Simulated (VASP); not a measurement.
Input:

```xyz
3
Lattice="2.0737 -3.5918 0.0000 2.0737 3.5918 0.0000 0.0000 0.0000 5.0754" Properties=species:S:1:pos:R:3 pbc="T T T"
Se     0.4932     0.8542     3.3836
Se     3.1610     0.0000     0.0000
Se     0.4932    -0.8542     1.6918
```

Method: PBE GGA with D3 dispersion (zero damping), VASP's PBE PAW potentials (set 64) (plane waves; VASP). Run with 520 eV cut-off, 6×6×5 Γ-centred mesh, Gaussian smearing of 0.050 eV, potentials Se.

**Question.** The ions and cell shape at fixed volume are relaxed. Which structure does the run end with?

**Answer.** 
```xyz
3
Lattice="2.0650 -3.5767 0.0000 2.0650 3.5767 0.0000 0.0000 0.0000 5.1183" Properties=species:S:1:pos:R:3 pbc="T T T"
Se     2.5665    -2.7081     3.4122
Se     3.1270     0.0000     0.0000
Se     2.5665     2.7081     1.7061
```
Space group P3_121 (152), at a tolerance of 0.03 Å.

**Question.** How much energy does the relaxation gain?

**Answer.** The energy (σ→0) changes by -3.2 meV/atom, in 5 ionic steps.

The compound is Se in the trig structure. This cell is one point of a volume scan, at 0.97 of the reference volume. Symmetry was kept, so distortions that lower it aren't found.
